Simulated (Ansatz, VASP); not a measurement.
# ZnS (Wurtzite-2H): VASP beside Ansatz, part 2 of 3

Aim: how closely do two programs agree when they are given the same cell, functional and k mesh? The cell is taken from a series of runs on this material, whose earlier steps may have relaxed, scaled, displaced or heated it; both programs get it as it stands.

VASP 6.6.1 and Ansatz 0.2.0.

So far: Set-up; VASP: zone-centre phonons, PBE.

### Step 2. VASP: zone-centre phonons, PBE (continued)

Level of this step: PBE; plane waves and PAW (S, Zn) (VASP).

OUTCAR, selected parts (step 2):

```text
ion  position               nearest neighbor table
   1  0.333  0.667  0.379-   4 2.31   4 2.31   4 2.31   3 2.31
   2  0.667  0.333  0.879-   3 2.31   3 2.31   3 2.31   4 2.31
   3  0.333  0.667  0.006-   2 2.31   2 2.31   2 2.31   1 2.31
   4  0.667  0.333  0.506-   1 2.31   1 2.31   1 2.31   2 2.31

  LATTYP: Found a hexagonal cell.
 ALAT       =     3.7641344917
 C/A-ratio  =     1.6432807225

 Subroutine GETGRP returns: Found 12 space group operations
 (whereof  6 operations were pure point group operations)

The static configuration has the point symmetry C_3v.
 The point group associated with its full space group is C_6v.

 Found     95 irreducible k-points:

   k-points           NKPTS =     95   k-points in BZ     NKDIM =     95   number of bands    NBANDS=     24

   dimension x,y,z NGX =    28 NGY =   28 NGZ =   48
   dimension x,y,z NGXF=    56 NGYF=   56 NGZF=   96

   ENCUT  =  500.0 eV  36.75 Ry    6.06 a.u.   6.86  6.86 11.28*2*pi/ulx,y,z

   NELECT =      36.0000    total number of electrons

 k-points in reciprocal lattice and weights: Automatic mesh
   0.00000000  0.00000000  0.00000000       0.001
   0.08333333  0.00000000  0.00000000       0.005
   0.16666667  0.00000000  0.00000000       0.005
   0.25000000  0.00000000  0.00000000       0.005
   0.33333333  0.00000000  0.00000000       0.005
   0.41666667  0.00000000  0.00000000       0.005
   0.50000000  0.00000000  0.00000000       0.003
   0.08333333  0.08333333  0.00000000       0.005
   0.16666667  0.08333333  0.00000000       0.010
[...]
-1.882067246  3.259836093  0.000000000     0.000000000  0.306763890  0.000000000
     0.000000000  0.000000000  6.185529647     0.000000000  0.000000000  0.161667643

 POSITION                                       TOTAL-FORCE (eV/Angst)
 -----------------------------------------------------------------------------------
      0.00000      2.17322      2.34664         0.000000     -0.000000     -0.000051
      1.88207      1.08661      5.43940        -0.000000      0.000000     -0.000051
      0.00000      2.17322      0.03479         0.000000     -0.000000      0.000051
      1.88207      1.08661      3.12756        -0.000000      0.000000      0.000051
 -----------------------------------------------------------------------------------
    total drift:                               -0.000000     -0.000001     -0.000926

 MACROSCOPIC STATIC DIELECTRIC TENSOR (including local field effects in DFT)
 ------------------------------------------------------
           5.786555     0.000000     0.000000
           0.000000     5.786555     0.000000
           0.000000     0.000000     5.913442
 ------------------------------------------------------

 PIEZOELECTRIC TENSOR (including local field effects)  for field in x, y, z        (C/m^2)
          XX          YY          ZZ          XY          YZ          ZX
  --------------------------------------------------------------------------------
  x    -0.00000     0.00000     0.00000     0.00000     0.00000     0.37165
  y     0.00000     0.00000     0.00000     0.00000     0.37165     0.00000
  z     0.35072     0.35072    -0.73420     0.00000     0.00000     0.00000

 BORN EFFECTIVE CHARGES (including local field effects) (in |e|, cummulative output)
 ---------------------------------------------------------------------------------
 ion    1
    1    -1.89376    -0.00000    -0.00000
    2    -0.00000    -1.89376     0.00000
    3     0.00000     0.00000    -1.99899
 ion    2
    1    -1.89376    -0.00000     0.00000
    2    -0.00000    -1.89376     0.00000
    3     0.00000     0.00000    -1.99899
 ion    3
    1     1.89376     0.00000    -0.00000
    2     0.00000     1.89376     0.00000
    3     0.00000    -0.00000     1.99899
 ion    4
    1     1.89376     0.00000    -0.00000
    2     0.00000     1.89376    -0.00000
    3     0.00000     0.00000     1.99899

 Eigenvectors and eigenvalues of the dynamical matrix
 ----------------------------------------------------

   1 f  =   10.534151 THz    66.188022 2PiTHz  351.381449 cm-1    43.565728 meV
             X         Y         Z           dx          dy          dz
      0.000000  2.173224  2.346636     0.000000   -0.000000    0.689830
      1.882067  1.086612  5.439401    -0.000000    0.000000   -0.689830
      0.000000  2.173224  0.034793    -0.000000   -0.000000   -0.155352
      1.882067  1.086612  3.127557    -0.000000   -0.000000    0.155352

   2 f  =    9.005873 THz    56.585568 2PiTHz  300.403581 cm-1    37.245280 meV
             X         Y         Z           dx          dy          dz
      0.000000  2.173224  2.346636    -0.312931   -0.520698   -0.000000
      1.882067  1.086612  5.439401     0.312931    0.520698   -0.000000
      0.000000  2.173224  0.034793    -0.186403   -0.310163    0.000000
      1.882067  1.086612  3.127557     0.186403    0.310163    0.000000

   3 f  =    9.005873 THz    56.585568 2PiTHz  300.403581 cm-1    37.245280 meV
             X         Y         Z           dx          dy          dz
      0.000000  2.173224  2.346636    -0.520698    0.312931   -0.000000
      1.882067  1.086612  5.439401     0.520698   -0.312931   -0.000000
      0.000000  2.173224  0.034793    -0.310163    0.186403    0.000000
      1.882067  1.086612  3.127557     0.310163   -0.186403    0.000000

   4 f  =    8.771771 THz    55.114660 2PiTHz  292.594772 cm-1    36.277112 meV
             X         Y         Z           dx          dy          dz
      0.000000  2.173224  2.346636    -0.298585   -0.496821   -0.000000
      1.882067  1.086612  5.439401    -0.298585   -0.496821   -0.000000
      0.000000  2.173224  0.034793     0.208618    0.347123    0.000000
      1.882067  1.086612  3.127557     0.208618    0.347123    0.000000

   5 f  =    8.771771 THz    55.114660 2PiTHz  292.594772 cm-1    36.277112 meV
             X         Y         Z           dx          dy          dz
      0.000000  2.173224  2.346636     0.496821   -0.298585    0.000000
      1.882067  1.086612  5.439401     0.496821   -0.298585    0.000000
      0.000000  2.173224  0.034793    -0.347123    0.208618   -0.000000
      1.882067  1.086612  3.127557    -0.347123    0.208618   -0.000000

   6 f  =    8.694403 THz    54.628548 2PiTHz  290.014082 cm-1    35.957147 meV
             X         Y         Z           dx          dy          dz
      0.000000  2.173224  2.346636     0.000000    0.000000   -0.578249
      1.882067  1.086612  5.439401     0.000000    0.000000   -0.578249
      0.000000  2.173224  0.034793    -0.000000   -0.000000    0.406974
      1.882067  1.086612  3.127557    -0.000000   -0.000000    0.406974

   7 f  =    5.998565 THz    37.690097 2PiTHz  200.090599 cm-1    24.808061 meV
             X         Y         Z           dx          dy          dz
      0.000000  2.173224  2.346636    -0.000000   -0.000000   -0.155352
      1.882067  1.086612  5.439401    -0.000000   -0.000000    0.155352
      0.000000  2.173224  0.034793     0.000000    0.000000   -0.689830
      1.882067  1.086612  3.127557    -0.000000   -0.000000    0.689830

   8 f  =    1.866614 THz    11.728284 2PiTHz   62.263554 cm-1     7.719693 meV
             X         Y         Z           dx          dy          dz
      0.000000  2.173224  2.346636    -0.186417   -0.310155   -0.000000
      1.882067  1.086612  5.439401     0.186417    0.310155   -0.000000
      0.000000  2.173224  0.034793     0.312955    0.520684   -0.000000
      1.882067  1.086612  3.127557    -0.312955   -0.520684   -0.000000

   9 f  =    1.866614 THz    11.728284 2PiTHz   62.263554 cm-1     7.719693 meV
             X         Y         Z           dx          dy          dz
      0.000000  2.173224  2.346636     0.310155   -0.186417    0.000000
      1.882067  1.086612  5.439401    -0.310155    0.186417    0.000000
      0.000000  2.173224  0.034793    -0.520684    0.312955    0.000000
      1.882067  1.086612  3.127557     0.520684   -0.312955    0.000000

  10 f/i=    0.009326 THz     0.058595 2PiTHz    0.311071 cm-1     0.038568 meV
             X         Y         Z           dx          dy          dz
      0.000000  2.173224  2.346636     0.114636   -0.388426    0.000000
      1.882067  1.086612  5.439401     0.114636   -0.388426    0.000000
      0.000000  2.173224  0.034793     0.164073   -0.555935    0.000000
      1.882067  1.086612  3.127557     0.164073   -0.555935    0.000000

  11 f/i=    0.009326 THz     0.058595 2PiTHz    0.311071 cm-1     0.038568 meV
             X         Y         Z           dx          dy          dz
      0.000000  2.173224  2.346636     0.388426    0.114636    0.000000
      1.882067  1.086612  5.439401     0.388426    0.114636    0.000000
      0.000000  2.173224  0.034793     0.555935    0.164073    0.000000
      1.882067  1.086612  3.127557     0.555935    0.164073    0.000000

  12 f/i=    0.020572 THz     0.129255 2PiTHz    0.686194 cm-1     0.085077 meV
             X         Y         Z           dx          dy          dz
      0.000000  2.173224  2.346636     0.000000    0.000000   -0.406974
      1.882067  1.086612  5.439401     0.000000    0.000000   -0.406974
      0.000000  2.173224  0.034793     0.000000    0.000000   -0.578249
      1.882067  1.086612  3.127557     0.000000    0.000000   -0.578249

 MACROSCOPIC STATIC DIELECTRIC TENSOR IONIC CONTRIBUTION
 ------------------------------------------------------
           2.526512     0.000000     0.000000
           0.000000     2.526512     0.000000
           0.000000     0.000000     2.858269
 ------------------------------------------------------

 ELASTIC MODULI CONTR FROM IONIC RELAXATION (kBar)
 Direction    XX          YY          ZZ          XY          YZ          ZX
 --------------------------------------------------------------------------------
 XX        -408.8812    167.0112    221.7560     -0.0000      0.0000      0.0000
 YY         167.0112   -408.8812    221.7560     -0.0000     -0.0000     -0.0000
 ZZ         221.7560    221.7560   -406.6291      0.0000      0.0000      0.0000
 XY          -0.0000     -0.0000      0.0000   -287.9462     -0.0000     -0.0000
 YZ           0.0000     -0.0000      0.0000     -0.0000   -110.6524     -0.0000
 ZX           0.0000     -0.0000      0.0000      0.0000     -0.0000   -126.3728
 --------------------------------------------------------------------------------

 PIEZOELECTRIC TENSOR IONIC CONTR  for field in x, y, z        (C/m^2)
          XX          YY          ZZ          XY          YZ          ZX
  --------------------------------------------------------------------------------
  x     0.00000    -0.00000     0.00000    -0.00000    -0.00000    -0.53169
  y    -0.00000    -0.00000     0.00000    -0.00000    -0.49752    -0.00000
  z    -0.55322    -0.55322     1.01443    -0.00000    -0.00000    -0.00000
```

Energies printed during the response cycles are not total energies of the cell. The dielectric response converges more slowly with the mesh than energies do, so tensor and charges may still move on a finer one.

[end of part 2 of 3]

[Lines on the potential files, build, host, timing and source positions are cut from VASP's logs without a mark.]

[Logs are printed without paths, hosts, clocks, repeated set-up lines and the standing remarks that a program may print on its own settings, such as how far it seeks lower states.]

[Hosts, paths, dates, database ids (printed as entryN), source tags and the programs' standing remarks are cut or masked in the printed files.]
